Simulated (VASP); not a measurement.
These are PBE GGA, VASP's PBE PAW potentials (set 64) (plane waves; VASP) values and carry that method's errors.

A VASP calculation is set up with these files.

**INCAR**
```
SYSTEM = P
PREC = Accurate
ENCUT = 400
EDIFF = 1E-6
NELM = 100
ALGO = Normal
LREAL = .FALSE.
LASPH = .TRUE.
ISMEAR = 0
SIGMA = 0.05
GGA = PE
LWAVE = .FALSE.
LCHARG = .FALSE.
ISIF = 2
```

POSCAR:
```
P
1
    1.6881000000    -5.3448000000    -0.0000000000
    1.6881000000     5.3448000000     0.0000000000
    0.0000000000     0.0000000000     4.4676000000
P
4
Direct
  0.1017000000   0.8983000000   0.9194000000
  0.3983000000   0.6017000000   0.4194000000
  0.6017000000   0.3983000000   0.5806000000
  0.8983000000   0.1017000000   0.0806000000
```

KPOINTS:
```
K-points
0
gamma
  5 5 4
0 0 0
```

POTCAR, in this order: P (PBE.64 set). Program: vasp_std.

The run wrote:

### OSZICAR
```
       N       E                     dE             d eps       ncg     rms          rms(c)
DAV:   1     0.531520511898E+02    0.53152E+02   -0.71414E+03   756   0.976E+02
DAV:   2    -0.180593549082E+02   -0.71211E+02   -0.68916E+02   984   0.159E+02
DAV:   3    -0.215073528774E+02   -0.34480E+01   -0.34318E+01  1046   0.380E+01
DAV:   4    -0.215516506113E+02   -0.44298E-01   -0.44267E-01   956   0.505E+00
DAV:   5    -0.215526156228E+02   -0.96501E-03   -0.96478E-03  1054   0.683E-01    0.939E+00
DAV:   6    -0.214693904877E+02    0.83225E-01   -0.45444E-02   900   0.130E+00    0.559E+00
DAV:   7    -0.214315928712E+02    0.37798E-01   -0.84231E-02   942   0.185E+00    0.198E-01
DAV:   8    -0.214319120927E+02   -0.31922E-03   -0.64046E-03   930   0.553E-01    0.106E-01
DAV:   9    -0.214319944590E+02   -0.82366E-04   -0.26043E-04  1034   0.118E-01    0.654E-02
DAV:  10    -0.214320259065E+02   -0.31448E-04   -0.39799E-05   924   0.411E-02    0.228E-02
DAV:  11    -0.214320337607E+02   -0.78542E-05   -0.10184E-05   918   0.267E-02    0.809E-03
DAV:  12    -0.214320341509E+02   -0.39015E-06   -0.38702E-07   552   0.471E-03
   1 F= -.21432034E+02 E0= -.21432034E+02  d E =-.903679E-08
```

OUTCAR:
```
------------------------ aborting loop because EDIFF is reached ----------------------------------------
  FORCE on cell =-STRESS in cart. coord.  units (eV):
  Direction    XX          YY          ZZ          XY          YZ          ZX
  --------------------------------------------------------------------------------------
  Total       -1.2531776     -0.9213602     -1.3104829      0.0000000      0.0000000      0.0000000
  in kB      -24.9051575    -18.3107501    -26.0440218      0.0000000      0.0000000      0.0000000
  external PRESSURE =     -23.0866431 kB  Pullay stress =       0.0000000 kB
  volume of cell :       80.62
      direct lattice vectors                 reciprocal lattice vectors
     1.688100000 -5.344800000  0.000000000     0.296190984 -0.093548870  0.000000000
     1.688100000  5.344800000  0.000000000     0.296190984  0.093548870  0.000000000
     0.000000000  0.000000000  4.467600000     0.000000000  0.000000000  0.223833826
 POSITION                                       TOTAL-FORCE (eV/Angst)
 -----------------------------------------------------------------------------------
      1.68810      4.25767      4.10751         0.000000      0.327155     -0.244666
      1.68810      1.08713      1.87371         0.000000     -0.327155     -0.244666
      1.68810     -1.08713      2.59389         0.000000      0.327155      0.244666
      1.68810     -4.25767      0.36009         0.000000     -0.327155      0.244666
 -----------------------------------------------------------------------------------
    total drift:                                0.000000     -0.000000      0.000000
  FREE ENERGIE OF THE ION-ELECTRON SYSTEM (eV)
  ---------------------------------------------------
  free  energy   TOTEN  =       -21.4320341509 eV

  energy  without entropy=      -21.4320341418  energy(sigma->0) =      -21.43203415
```
(Selected blocks of OUTCAR.)

The compound is P in the black structure. The cell was not relaxed at this level.
